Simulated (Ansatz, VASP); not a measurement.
# Si2W: VASP beside Ansatz, part 2 of 2

Aim: how closely do two programs agree when they are given the same cell, functional and k mesh? The cell is taken from a series of runs on this material, whose earlier steps may have relaxed, scaled, displaced or heated it; both programs get it as it stands.

VASP 6.6.1 and Ansatz 0.2.0.

So far: The starting structure; VASP: zone-centre phonons, PBEsol.

## (3) Ansatz: zone-centre phonons, PBEsol

Level of this step: Ansatz beside VASP: Kohn-Sham DFT, plane waves, PBEsol (Ansatz).

Ansatz runs on its PAW soft_1 files.

The same cell, functional, mesh and smearing now go to Ansatz, which takes its cutoff from its data sets.

input.yaml

```yaml
crystal:
  lattice:
    - [-1.5419661312, 1.5419661312, 3.7938605343]
    - [1.5419661312, -1.5419661312, 3.7938605343]
    - [1.5419661312, 1.5419661312, -3.7938605343]
  atoms:
    - { symbol: Si, position: [0.3329711765, 0.3329711765, 0.0] }
    - { symbol: Si, position: [0.6670288235, 0.6670288235, 0.0] }
    - { symbol: W, position: [0.0, 0.0, 0.0] }
kpoints:
  mp_grid: { grid: [20, 20, 20] }
hamiltonian:
  xc: pbesol
  pseudopotentials: { kind: paw, azcp: { folder: soft_1 }, xc_functional: pbe }
scf:
  occupations: { method: methfessel_paxton, width: 0.2 }
output:
  eigenvalues: true
phonons:
  method: dfpt
```

On the command line:

```sh
$ ansatz run input.yaml --threads 4 --pin off --max-ram 10240MiB --backend cpu --events-out ev --progress --plain --runs-dir out
```

Numbers of over 12 decimals in the logs are rounded to 6 here.

What it wrote:

```text
zone centre: on kpoints.mp_grid the ground state, and the responses unless they are solved on pairs of k-points, stand on 1166 of the mesh's 8000 k-points, reduced under 4 symmetry operations, with k and −k counted as one. Each operation leaves every solved displacement unchanged or reverses it
Engine: ansatz 0.2.0, x86_64-unknown-linux-gnu
Pseudopotentials: kind: paw
Pseudopotential: Si, paw, valence charge 4, recommended cutoff 420 eV (normal), soft_1/Si.paw.azcp
Pseudopotential: W, paw, valence charge 14, recommended cutoff 420 eV (normal), soft_1/W.paw.azcp
Functional definition: PBEsol
  exchange = pbesol_x
  correlation = pbesol_c
Crystal: 3 atoms, lattice volume = 36.082 Å³
Basis set: ecut = 420 eV, 737 PW (Γ), exchange–correlation on 60×60×60 points (8 copies of the dense FFT grid, shifted against one another)
Bands: 15, of which v1, the nominal top of the filled ones, is band 11 counted from 1 (10 counted from 0)
Symmetry: 16 space group operations
k-points: 1166 of 8000 (irreducible under 4 space group operations, time reversal used)
Non-local potential: Si, projectors of the file, l = 0: 2, l = 1: 2, l = 2: 1
Non-local potential: W, projectors of the file, l = 0: 3, l = 1: 2, l = 2: 2, l = 3: 1
PAW form: soft (Blöchl's): semilocal exchange-correlation on the pseudo side does not see the compensation charge
PAW frozen core: Si, regenerated for the run's functional, and the local potential with it (the file was generated under x = pbe(κ = 0.804, μ = 0.219515), c = pbe(β = 0.066725))
PAW frozen core: W, regenerated for the run's functional, and the local potential with it (the file was generated under x = pbe(κ = 0.804, μ = 0.219515), c = pbe(β = 0.066725))
PAW one-centre angular grid: Si, 110 points (default); XC on 64 Gauss nodes
PAW one-centre angular grid: W, 590 points (default); XC on 64 Gauss nodes
Initial density: superposition of atomic densities (chi_scale 0.1, normalization cell, long waves kept (reshape's long-wave potential 0.00 eV rms))
Initial wavefunctions: pseudopotential atomic-orbital guess
Functional: x = pbesol(κ = 0.804, μ = 0.123457), c = pbesol(β = 0.046)
SCF iter   1: F=—  HF=-11501.856886 eV  |F-HF|=—  |Δ(HF+E_count)|=         —  Δρ=5.03e-2  dr2=7.71e-1  ethr=3.10e-3  ⟨swp⟩=5.7  Hψ=106230  notcnv=0
preconditioner: auto → Kerker (q_TF=auto, 2.512 Å⁻¹)  [metal: Δε(μ)=0.016 eV  Ē_g=9.061 eV  σ=0.200 eV  W_gap=0.07  n_scr=10 (ndim 8)  ℏωp=23.1 eV  f_vac=0.000  D(μ)=0.23/eV (n_scr^D=0)]
SCF iter   2: F=—  HF=-11501.642202 eV  |F-HF|=—  |Δ(HF+E_count)|=   2.15e-1  S|Δr|=    0.00e0  Δρ=2.81e-2  dr2=2.04e-1  ethr=3.10e-3  ⟨swp⟩=2.0  Hψ=30905  notcnv=0
SCF iter   3: F=—  HF=-11501.564443 eV  |F-HF|=—  |Δ(HF+E_count)|=   7.78e-2  S|Δr|=    0.00e0  Δρ=5.47e-3  dr2=8.42e-3  ethr=9.26e-4  ⟨swp⟩=2.9  Hψ=32789  notcnv=0
SCF iter   4: F=—  HF=-11501.561281 eV  |F-HF|=—  |Δ(HF+E_count)|=   3.16e-3  S|Δr|=    0.00e0  Δρ=4.69e-4  dr2=4.59e-5  ethr=3.83e-5  ⟨swp⟩=2.5  Hψ=25266  notcnv=0
SCF iter   5: F=—  HF=-11501.561268 eV  |F-HF|=—  |Δ(HF+E_count)|=   1.38e-5  S|Δr|=    0.00e0  Δρ=6.36e-5  dr2=1.41e-6  ethr=2.09e-7  ⟨swp⟩=2.2  Hψ=27462  notcnv=0
SCF iter   6: F=—  HF=-11501.561268 eV  |F-HF|=—  |Δ(HF+E_count)|=   7.10e-8  S|Δr|=    0.00e0  Δρ=1.06e-5  dr2=3.95e-8  ethr=6.39e-9  ⟨swp⟩=2.9  Hψ=30174  notcnv=0  defer=2
SCF iter   7: F=—  HF=-11501.561268 eV  |F-HF|=—  |Δ(HF+E_count)|=   7.49e-9  S|Δr|=    0.00e0  Δρ=1.25e-6  dr2=5.89e-10  ethr=1.79e-10  ⟨swp⟩=2.3  Hψ=25213  notcnv=0  defer=2
SCF iter   8: F=—  HF=-11501.561268 eV  |F-HF|=—  |Δ(HF+E_count)|=  1.15e-10  S|Δr|=    0.00e0  Δρ=1.74e-7  dr2=1.18e-11  ethr=2.68e-12  ⟨swp⟩=2.5  Hψ=25131  notcnv=0  defer=2
SCF iter   9: F=-11501.561268 eV  HF=-11501.561268 eV  |F-HF|=0.00e0  |Δ(HF+E_count)|=  9.09e-12  S|Δr|=    0.00e0  Δρ=1.77e-8  dr2=8.39e-14  ethr=1.00e-12  ⟨swp⟩=5.7  Hψ=79986  notcnv=0
SCF 1 converged in 9 iterations: F = -11501.561268 eV  dr2 = 8.39e-14
  greatest PAW one-centre occupation: 0.999 electrons in one spin orbital (limit 2), on the W atom at site 2 (counted from 0), in its partial waves of l = 0
DFPT response loops at Γ: preconditioner auto → Kerker (q_TF=auto, 2.512 Å⁻¹) (partly filled bands, converged f_vac=0.000); β = 1.00, the filter's whole step (`scf.mixing.beta` (0.50) is not read by the response loops under this deck's `scf.mixing.preconditioner`; to damp them name `kerker` or `kerker_dos`, under which they read `scf.mixing.beta`, and type it under 1.00, their step now; both keys bind the ground state too); Broyden in place of MSR1
SCF converged after 9 iterations
Stability not checked: this state was not tested for a lower state beside it, because cold or Methfessel-Paxton smearing, or corrected tetrahedra, fill the levels in a way that the test cannot read (fill_not_monotonic; see scf.lower_state_search)
Free energy (F): -11501.561268 eV
Harris-Foulkes:  -11501.561268 eV  (|F-HF|=0.00e0)
Internal energy: -11501.561357 eV  (E = F + TS)
E sigma→0 (E₀):  -11501.561290 eV
Entropy (-TS):   0.000090 eV (0.030 meV/atom)
Fermi energy:    18.835054 eV
--- Per-component energies (eV) ---
  E_band       = -38.769687
  E_kinetic    = 525.380215
  E_local      = -809.361031  (includes V_loc(G=0)·N_el)
  E_nonlocal   = 22.832189
  E_hartree    = 365.147466
  E_xc         = -387.372748
  E_vxc        = -339.299590  (∫ρ·V_xc dr)
  E_paw        = -9447.709850  (= ΣΔE_a)
  E_vpaw       = -168.616621  (= ΣTr[D̂ρ^β])
  E_aug_tail   = 0.000219  (compensation charges beyond the density's cutoff)
  E_ewald      = -1770.762798
  E_core_change = 0.284979  (= ΣΔE_core)
  E_smearing   = 0.000090  (= −TS)
  E_closure    = -0.000000  (closes the sum)
  Σ components = -11501.561268   (vs F -11501.561268, Δ=0.00e0)
--- Band table (eV; the first three rows and the last of 1166) ---
  k-point 0: bands = [... 7 lower, 15.1245, 15.6612, 15.6612, 19.6373, 21.2522, 22.3712, 22.4423, 22.4423]
  k-point 1: bands = [... 7 lower, 14.9322, 15.3965, 16.1101, 19.1609, 21.5896, 22.2356, 22.5106, 22.5673]
  k-point 2: bands = [... 7 lower, 14.7624, 15.0328, 16.6521, 18.0916, 22.0318, 22.3723, 22.6971, 22.8168]
  k-point 1165: bands = [... 7 lower, 15.8280, 18.0507, 18.0507, 18.2392, 18.2392, 19.8561, 23.6309, 24.8916]
--- Phonons (Γ-DFPT): 4 representative perturbations + reference, on 1166 of 8000 k-points (Σ response iterations 12) ---
  k mesh reduced under 4 symmetry operations, with k and −k counted as one. Each operation leaves every solved displacement unchanged or reverses it
  ASR residual: 7.691e-6 → 0.000e0 eV/Å²; symmetrization residual: 5.348e-7 eV/Å²
  ASR residual per site (eV/Å²): 5.92e-6 5.92e-6 7.69e-6
  Γ frequencies (cm⁻¹): 0.00 0.00 0.00 320.21 320.21 372.69 412.60 412.60 511.37
  non-analytic LO–TO correction: not included (Born effective charges unavailable; polar crystals: no LO–TO splitting at Γ)
```

## (4) Side by side

Known differences besides the potentials themselves: the data sets hold 22 valence electrons in Ansatz (on its PAW soft_1 files) and 14 in VASP; the cutoff is 420 eV in Ansatz and 600 eV in VASP; Ansatz makes its cores anew for this functional, VASP keeps those of its PBE data sets. Total energies have different zeros and are not compared.

Both answers:

```csv
quantity,Ansatz,VASP,difference
optical mode 1 to 2 (cm⁻¹),320.2,323.8,-1.12 %
optical mode 3 (cm⁻¹),372.7,376.5,-1.01 %
optical mode 4 to 5 (cm⁻¹),412.6,415.5,-0.71 %
optical mode 6 (cm⁻¹),511.4,515.1,-0.72 %
```

Modes are paired by rising frequency, not by their patterns, so a pair may set unlike modes beside each other; they are those without the splitting of longitudinal modes.

## (5) Results

```
r.m.s. difference of the optical zone-centre modes, each program's sorted by frequency (zone-centre phonons, PBEsol) : 3.5 cm⁻¹
difference in optical mode 1 to 2 (zone-centre phonons, PBEsol)                                                      : -1.1 %
```

What this shows: The r.m.s. difference of the optical zone-centre modes, each program's sorted by frequency is 3.5 cm⁻¹ (zone-centre phonons, PBEsol). The data sets hold unlike numbers of valence electrons (22 in Ansatz and 14 in VASP), so part of the differences comes from the potentials. Among the rows given in per cent, the largest difference of the zone-centre phonons, PBEsol pair is in optical mode 1 to 2, -1.1 %. Such differences can come from data sets, numerical settings and the points named under the comparisons, not from the functional's error against experiment.

[Lines on the potential files, build, host, timing and source positions are cut from VASP's logs without a mark.]

[Logs are printed without paths, hosts, clocks, repeated set-up lines and the standing remarks that a program may print on its own settings, such as how far it seeks lower states.]

[Hosts, paths, dates, database ids (printed as entryN), source tags and the programs' standing remarks are cut or masked in the printed files.]
